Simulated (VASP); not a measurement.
# Sr2MgAl3: Si into a neighbouring Sr vacancy, part 4 of 5

How hard is this move in Sr2MgAl3: Si into a neighbouring Sr vacancy? Both ends are relaxed first, then a band of images between them. The start is a cell from a database of measured crystal structures.

VASP 6.6.1, plane waves and PAW; the level of theory is named at each step.

So far. Step 4 (Relax the start): The run ended after 21 ionic steps, 0.539 eV below its first step, once the forces on the free atoms met EDIFFG = -0.05. Step 4 (Relax the start): Si moved by 0.89 Å, so this state is no longer the site that was set up, and the path will join the minima actually found.

## 5. Relax the end

Level of this step: PBE; plane waves and PAW (Sr_sv, Si, Al, Mg) (VASP).

The end state is relaxed in the same way, so that both ends share their errors.

INCAR reads:

```
SYSTEM = Sr6Mg4Al12Si
PREC = Normal
ENCUT = 280
EDIFF = 1E-05
NELM = 120
ISMEAR = 1
SIGMA = 0.15
LREAL = Auto
ALGO = Fast
GGA = PE
NBANDS = 77
LORBIT = 11
LWAVE = .FALSE.
LCHARG = .FALSE.
NCORE = 5
LASPH = .TRUE.
IBRION = 2
NSW = 60
ISIF = 2
EDIFFG = -0.05
POTIM = 0.4
MAXMIX = 40
ISYM = 0
```

POSCAR reads:

```
Sr6Mg4Al12Si
1.0
    6.0290813999      0.0000000000      0.0000000000
   -3.0145406999      5.2213376538      0.0000000000
    0.0000000000      0.0000000000     19.0982067886
Sr Si Al Mg
6 1 12 4
Direct
    0.6698560029      0.3380242652      0.9656290451
    0.3320843656      0.6695480886      0.2162060347
    0.3356440425      0.6653443400      0.7143888329
    0.6654478748      0.3316256171      0.7848713128
    0.3308522310      0.6604198030      0.0328077820
    0.3375669851      0.6692704631      0.5333889044
    0.6675165581      0.3350400743      0.4664311426
    0.6559462188      0.8272565889      0.3749006940
    0.6537115868      0.8303180924      0.8726428632
    0.8258773844      0.1738522677      0.1235073479
    0.8261308196      0.1712311726      0.6259031684
    0.1745908163      0.3500148745      0.3762763959
    0.1733189410      0.3440973320      0.8734141772
    0.3530549991      0.1732995653      0.1242789219
    0.3475636689      0.1729926740      0.6258923793
    0.1738647448      0.8263268040      0.3742516787
    0.1733034598      0.8223139767      0.8756973319
    0.8284093201      0.6467080618      0.1224173185
    0.8332002610      0.6623078339      0.6239518127
   -0.0030208728      0.0022560078      0.2491195806
   -0.0023453364     -0.0013334417      0.7505571226
   -0.0008122850      0.0010644124     -0.0001848689
   -0.0034145264     -0.0012250740      0.4990047237
```

KPOINTS reads:

```
Automatic mesh
0
Gamma
4 4 1
0 0 0
```

The projector-augmented-wave data sets are Sr_sv, Si, Al and Mg (PBE family, release 64).

Launch:

```sh
$ mpirun -np 5 vasp_std
```

What it wrote:

```text
[... set-up lines as in an earlier step ...]
 entering main loop
       N       E                     dE             d eps       ncg     rms          rms(c)
DAV:   1     0.391537349307E+03    0.39154E+03   -0.31295E+04  1596   0.720E+02
DAV:   2    -0.269225717332E+02   -0.41846E+03   -0.40234E+03  1790   0.194E+02
DAV:   3    -0.649206349510E+02   -0.37998E+02   -0.37454E+02  2088   0.435E+01
DAV:   4    -0.682684992181E+02   -0.33479E+01   -0.33308E+01  2608   0.119E+01
DAV:   5    -0.683962213578E+02   -0.12772E+00   -0.12770E+00  2136   0.203E+00    0.464E+01
RMM:   6    -0.715774018723E+02   -0.31812E+01   -0.58666E+00  1704   0.318E+00    0.231E+01
RMM:   7    -0.892024003558E+02   -0.17625E+02   -0.19355E+01  1936   0.525E+00    0.368E+01
RMM:   8    -0.674954252463E+02    0.21707E+02   -0.43250E+00  1655   0.342E+00    0.465E+00
RMM:   9    -0.667888371430E+02    0.70659E+00   -0.10191E+00  1893   0.165E+00    0.235E+00
RMM:  10    -0.667225610365E+02    0.66276E-01   -0.23669E-01  2159   0.747E-01    0.182E+00
RMM:  11    -0.666559781986E+02    0.66583E-01   -0.74408E-02  1904   0.461E-01    0.117E+00
RMM:  12    -0.666479246447E+02    0.80536E-02   -0.47480E-02  2052   0.371E-01    0.774E-01
RMM:  13    -0.666430689543E+02    0.48557E-02   -0.18827E-02  2272   0.228E-01    0.377E-01
RMM:  14    -0.666416157814E+02    0.14532E-02   -0.63693E-03  2308   0.134E-01    0.122E-01
RMM:  15    -0.666417802767E+02   -0.16450E-03   -0.24723E-03  2367   0.852E-02    0.688E-02
RMM:  16    -0.666418839055E+02   -0.10363E-03   -0.88473E-04  2282   0.533E-02    0.245E-02
RMM:  17    -0.666419257642E+02   -0.41859E-04   -0.40364E-04  2094   0.355E-02    0.133E-02
RMM:  18    -0.666419410143E+02   -0.15250E-04   -0.18002E-04  1980   0.256E-02    0.957E-03
RMM:  19    -0.666419534915E+02   -0.12477E-04   -0.10374E-04  1824   0.195E-02    0.739E-03
RMM:  20    -0.666419574341E+02   -0.39426E-05   -0.59532E-05  1580   0.144E-02
   1 F= -.66641957E+02 E0= -.66645125E+02  d E =-.666420E+02
 curvature:   0.00 expect dE= 0.000E+00 dE for cont linesearch  0.000E+00
 trial: gam= 0.00000 g(F)=  0.336E-01 g(S)=  0.000E+00 ort = 0.000E+00 (trialstep = 0.100E+01)
 search vector abs. value=  0.336E-01
 bond charge predicted
       N       E                     dE             d eps       ncg     rms          rms(c)
DAV:   1    -0.666704090091E+02   -0.28456E-01   -0.12003E+00  1888   0.311E+00    0.435E-01
RMM:   2    -0.666746872214E+02   -0.42782E-02   -0.46403E-02  1836   0.627E-01    0.439E-01
RMM:   3    -0.666735429097E+02    0.11443E-02   -0.71571E-03  1996   0.243E-01    0.252E-01
RMM:   4    -0.666736264110E+02   -0.83501E-04   -0.22301E-03  2504   0.113E-01    0.193E-01
RMM:   5    -0.666736739818E+02   -0.47571E-04   -0.67939E-04  2461   0.614E-02    0.163E-01
RMM:   6    -0.666737058672E+02   -0.31885E-04   -0.41574E-04  2330   0.495E-02    0.931E-02
WARNING in EDDRMM: call to ZHEGV failed, returncode =   8  4     26
RMM:   7    -0.666736971746E+02    0.86926E-05   -0.20428E-04  2245   0.349E-02    0.801E-02
RMM:   8    -0.666737128965E+02   -0.15722E-04   -0.13766E-04  2169   0.289E-02    0.349E-02
RMM:   9    -0.666737190167E+02   -0.61201E-05   -0.90522E-05  2168   0.228E-02
   2 F= -.66673719E+02 E0= -.66676979E+02  d E =-.317616E-01
[...]
WARNING in EDDRMM: call to ZHEGV failed, returncode =   8  4     36
[...]
WARNING in EDDRMM: call to ZHEGV failed, returncode =   6  3     46
[... from here on, the cycles between the ionic steps are left out ...]
   3 F= -.66746313E+02 E0= -.66749831E+02  d E =-.104356E+00
   4 F= -.66792683E+02 E0= -.66796639E+02  d E =-.150726E+00
   5 F= -.66828566E+02 E0= -.66833210E+02  d E =-.358828E-01
   6 F= -.66883788E+02 E0= -.66889539E+02  d E =-.911053E-01
   7 F= -.66931578E+02 E0= -.66937204E+02  d E =-.477901E-01
   8 F= -.66998456E+02 E0= -.67000384E+02  d E =-.114668E+00
[...]
WARNING in EDDRMM: call to ZHEGV failed, returncode =   8  4     25
   9 F= -.67000078E+02 E0= -.67003086E+02  d E =-.116289E+00
[...]
WARNING in EDDRMM: call to ZHEGV failed, returncode =   6  3     41
[...]
WARNING in EDDRMM: call to ZHEGV failed, returncode =   6  3     42
  10 F= -.67058895E+02 E0= -.67061095E+02  d E =-.588178E-01
  11 F= -.67107305E+02 E0= -.67108028E+02  d E =-.107228E+00
  12 F= -.67147066E+02 E0= -.67147975E+02  d E =-.397605E-01
  13 F= -.67147084E+02 E0= -.67147995E+02  d E =-.397787E-01
[...]
WARNING in EDDRMM: call to ZHEGV failed, returncode =   8  4     42
  14 F= -.67173949E+02 E0= -.67174136E+02  d E =-.268654E-01
  15 F= -.67178624E+02 E0= -.67178372E+02  d E =-.315398E-01
 curvature:  -6.05 expect dE=-0.169E-01 dE for cont linesearch -0.126E-03
 trial: gam= 0.46849 g(F)=  0.279E-02 g(S)=  0.000E+00 ort =-0.435E-03 (trialstep = 0.620E+01)
 search vector abs. value=  0.438E-02
 bond charge predicted
       N       E                     dE             d eps       ncg     rms          rms(c)
DAV:   1    -0.671818205736E+02   -0.31993E-02   -0.25352E+00  1540   0.481E+00    0.964E-01
RMM:   2    -0.671904430588E+02   -0.86225E-02   -0.11254E-01  1823   0.105E+00    0.173E+00
RMM:   3    -0.671853444632E+02    0.50986E-02   -0.19822E-02  1859   0.450E-01    0.308E-01
RMM:   4    -0.671855422420E+02   -0.19778E-03   -0.68488E-03  2451   0.218E-01    0.189E-01
WARNING in EDDRMM: call to ZHEGV failed, returncode =   6  3     30
RMM:   5    -0.671856218095E+02   -0.79567E-04   -0.18258E-03  2476   0.107E-01    0.824E-02
RMM:   6    -0.671857055680E+02   -0.83759E-04   -0.77674E-04  2465   0.691E-02    0.535E-02
RMM:   7    -0.671857444761E+02   -0.38908E-04   -0.41865E-04  2327   0.528E-02    0.843E-02
RMM:   8    -0.671857684866E+02   -0.24011E-04   -0.24204E-04  2266   0.373E-02    0.677E-02
RMM:   9    -0.671857831495E+02   -0.14663E-04   -0.12912E-04  2038   0.271E-02    0.565E-02
RMM:  10    -0.671857902236E+02   -0.70741E-05   -0.68594E-05  1855   0.211E-02
  16 F= -.67185790E+02 E0= -.67185742E+02  d E =-.716656E-02
 trial-energy change:   -0.007167  1 .order   -0.007325   -0.016014    0.001364
 step:   5.6886(harm=  5.7144)  dis= 0.02156  next Energy=   -67.185847 (dE=-0.722E-02)
 reached required accuracy - stopping structural energy minimisation
```

Wall time 4.5 min (5 MPI ranks of Intel Xeon 6975P-C (Granite Rapids), shared host); peak memory 0.74 GiB; 22 min of CPU time.

OUTCAR, selected parts (step 5):

```text
   NELECT =     108.0000    total number of electrons

 E-fermi :   3.6140

 k-point     1 :       0.0000    0.0000    0.0000
  band No.  band energies     occupation
    ...
     51       2.4859      2.00000
     52       2.5478      2.00000
     53       2.5482      2.00000
     54       3.0925      2.00001
     55       3.0944      2.00001
     56       3.7581     -0.04114
     57       3.7603     -0.04476
     58       4.0011     -0.00161
     59       4.0039     -0.00147
     60       4.0821     -0.00009
    ...

  Total       -6.7717391     -6.8339231     -0.4976266     -0.0084776      0.0645138      0.0024201
  in kB      -18.0461798    -18.2118955     -1.3261378     -0.0225922      0.1719243      0.0064494
  external PRESSURE =     -12.5280710 kB  Pullay stress =       0.0000000 kB

 POSITION                                       TOTAL-FORCE (eV/Angst)
 -----------------------------------------------------------------------------------
      3.01874      1.74472     18.43202        -0.005257     -0.013986     -0.002971
      0.00435      3.47509      4.18489         0.002686      0.008943      0.025573
      0.00711      3.48762     13.61424        -0.018050     -0.008641     -0.002241
      3.02009      1.74358     14.93405        -0.007073      0.006416      0.027530
      0.00257      3.47823      0.66495         0.009985      0.012906      0.030488
      0.00612      3.48380      9.99494        -0.011073     -0.001343     -0.008462
      3.01721      1.75047      9.79736        -0.001439     -0.008761      0.047158
      1.49926      4.33587      7.08565         0.009900      0.007227     -0.002828
      1.44366      4.31461     16.68250         0.006936      0.007158     -0.021759
      4.46945      0.90001      2.35538        -0.000056     -0.002983      0.004931
      4.49641      0.89368     11.86097        -0.001262      0.000417     -0.009943
     -0.01090      1.75098      7.08214         0.001806     -0.010024      0.009189
      0.00049      1.82120     16.68049         0.012502     -0.008777     -0.012091
      1.56832      0.89905      2.35671         0.000764      0.003630     -0.000233
      1.53909      0.89241     11.86571         0.007263      0.002201     -0.025174
     -1.49203      4.33871      7.08438        -0.007818      0.003881      0.000831
     -1.43595      4.31774     16.67763        -0.006505     -0.000542     -0.004478
      3.01760      3.41706      2.36072         0.000267     -0.009142     -0.018383
      3.01748      3.45103     11.86482         0.006766     -0.000184     -0.014405
     -3.00945      5.21488      4.70394        -0.001988      0.006323      0.001648
      0.00289      0.00585     14.33438         0.007078     -0.001278     -0.017361
     -3.00833      5.22097     19.03282        -0.005928      0.003599     -0.006748
     -3.00875      5.22072      9.44970         0.000497      0.002959     -0.000271
 -----------------------------------------------------------------------------------
    total drift:                               -0.002670      0.000015      0.001946

  FREE ENERGIE OF THE ION-ELECTRON SYSTEM (eV)
  ---------------------------------------------------
  free  energy   TOTEN  =       -67.1857902236 eV

  energy  without entropy=      -67.1856453565  energy(sigma->0) =      -67.18574193

[... 6 parts as in an earlier step ...]

[... 9 further parts left out ...]
```

CONTCAR:

```
Sr6Mg4Al12Si
   1.00000000000000
     6.0290813998999999    0.0000000000000000    0.0000000000000000
    -3.0145406999000000    5.2213376538000000    0.0000000000000000
     0.0000000000000000    0.0000000000000000   19.0982067885999989
  Sr              Si              Al              Mg
     6     1    12     4
Direct
     0.6677729506070696    0.3341524962928133    0.9651180093675900
     0.3334990987084013    0.6655547880624847    0.2191246037300750
     0.3351572179370028    0.6679550766580423    0.7128542769669496
     0.6678878951985741    0.3339337460066091    0.7819607583012785
     0.3335045887858244    0.6661572989701534    0.0348173846186477
     0.3346280703266306    0.6672244733315942    0.5233441961603950
     0.6680700064896218    0.3352534402254367    0.5129988745499607
     0.6638780640353025    0.8304129345070959    0.3710111364933601
     0.6526202625310840    0.8263422085588510    0.8735113029847891
     0.8274998988987483    0.1723706849584394    0.1233297234646549
     0.8313667313625007    0.1711591419197440    0.6210513578424253
     0.1658671938569661    0.3353500770471560    0.3708274363799643
     0.1744818230496152    0.3487996620565952    0.8734061525874569
     0.3462206520932200    0.1721881859097351    0.1233993954469681
     0.3407349440687226    0.1709159760789145    0.6212996786964596
     0.1680064638698230    0.8309580544064573    0.3709446743885785
     0.1753010679324198    0.8269420309080600    0.8732565398812770
     0.8277273465882139    0.6544410048099045    0.1236092546612393
     0.8309608722239666    0.6609474055023002    0.6212532319845393
     0.0002266035943915    0.9987631839542718    0.2463025400206106
     0.0010395686548340    0.0011209895698050    0.7505617014443168
     0.0009948266162011    0.9999290747797638    0.9965763218772599
     0.0009011125708631    0.9998818650857656    0.4947951502511951
```

Step by step:

```tsv
step	energy less that of the first step (eV)	largest force (eV/Å)
1	0.0000	0.3603
2	-0.0318	0.3346
3	-0.1044	0.2374
4	-0.1507	0.3246
5	-0.1866	0.3836
6	-0.2418	0.4859
7	-0.2896	0.4907
8	-0.3565	0.3617
9	-0.3581	0.2668
10	-0.4169	0.2453
11	-0.4653	0.2668
12	-0.5051	0.2118
13	-0.5051	0.2184
14	-0.5320	0.0910
15	-0.5367	0.0906
16	-0.5438	0.0480
```

The atoms that moved most (Å):

```tsv
atom	dx	dy	dz	length
Si7	0.003	0.001	0.889	0.889
Sr6	-0.012	-0.011	-0.192	0.192
Al12	-0.008	-0.077	-0.104	0.129
Al11	0.032	0.000	-0.093	0.098
Al15	-0.035	-0.011	-0.088	0.095
Al8	0.038	0.016	-0.074	0.085
Mg23	0.023	0.006	-0.080	0.084
Al16	-0.049	0.024	-0.063	0.084
```

The relaxed structure:

```
Sr Si Al Mg
1.0
     6.02908    0.00000    0.00000
    -3.01454    5.22134    0.00000
     0.00000    0.00000   19.09821
Sr Si Al Mg
6 1 12 4
Direct
  0.66777 0.33415 0.96512
  0.33350 0.66555 0.21912
  0.33516 0.66796 0.71285
  0.66789 0.33393 0.78196
  0.33350 0.66616 0.03482
  0.33463 0.66722 0.52334
  0.66807 0.33525 0.51300
  0.66388 0.83041 0.37101
  0.65262 0.82634 0.87351
  0.82750 0.17237 0.12333
  0.83137 0.17116 0.62105
  0.16587 0.33535 0.37083
  0.17448 0.34880 0.87341
  0.34622 0.17219 0.12340
  0.34073 0.17092 0.62130
  0.16801 0.83096 0.37094
  0.17530 0.82694 0.87326
  0.82773 0.65444 0.12361
  0.83096 0.66095 0.62125
  0.00023 0.99876 0.24630
  0.00104 0.00112 0.75056
  0.00099 0.99993 0.99658
  0.00090 0.99988 0.49480
```

This step gave:

```
electronic cycles   : 184
free energy (TOTEN) : -67.1858 eV
Fermi energy        : 3.614 eV
```

The run ended after 16 ionic steps, 0.544 eV below its first step, once the forces on the free atoms met EDIFFG = -0.05.

Si moved by 0.89 Å, so this state is no longer the site that was set up, and the path will join the minima actually found.

(Part 4 of 5 ends here.)

[Lines on the potential files, build, host, timing and source positions are cut from VASP's logs without a mark.]

[Logs are printed without paths, hosts, clocks, repeated set-up lines and the standing remarks that a program may print on its own settings, such as how far it seeks lower states.]

[Hosts, paths, dates, database ids (printed as entryN), source tags and the programs' standing remarks are cut or masked in the printed files.]

[Runs that stopped without an error message from VASP are left out.]
